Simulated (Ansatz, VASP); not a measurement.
# Two plane-wave programs on BaC2

```
CELL_PARAMETERS angstrom
2.57657 1.48758 2.56814
-2.57657 1.48758 2.56814
0.00000 -2.97517 2.56814
ATOMIC_POSITIONS crystal
Ba 0.00000 0.00000 0.00000
C 0.58494 0.58494 0.58494
C 0.41506 0.41506 0.41506
```

Alike in both runs: task single point; functional LDA; k mesh 9 × 9 × 9; occupations gaussian, width 0.05 eV; no spin polarisation.

|  | VASP | Ansatz |
| --- | --- | --- |
| version | VASP 6.6.1 | Ansatz 0.2.0 |
| potentials or method | VASP PAW LDA potentials, release 64 (Ba_sv, C) | scalar-relativistic, plane waves, PAW |
| plane-wave cutoff (eV) | 520 | 420 |
| valence electrons in the cell | 18 | 18 |

VASP gave:

* gap on the k mesh at the Fermi level (eV): 1.26
* least direct gap on the mesh (eV): 1.97
* pressure (GPa): -7.5
* largest component of the traceless stress (GPa): 8.44
* rms of the force components (eV/Å): 1.402

Question: Estimate Ansatz's values.

Answer: gap on the k mesh at the Fermi level (eV): 1.36; least direct gap on the mesh (eV): 2.03; pressure (GPa): -8.5; largest component of the traceless stress (GPa): 8.38; rms of the force components (eV/Å): 1.422.

Atom by atom the forces differ by 0.020 eV/Å (rms over components).

Caveats: spin-orbit coupling is left out, which moves the levels of the heavy elements; an odd mesh through Γ misses points on the zone boundary, where band edges often lie; forces of over 1 eV/Å show positions far from the minimum, so gaps and moduli don't describe the material at rest. A hybrid or GW would open this gap; LDA tends to underestimate it.
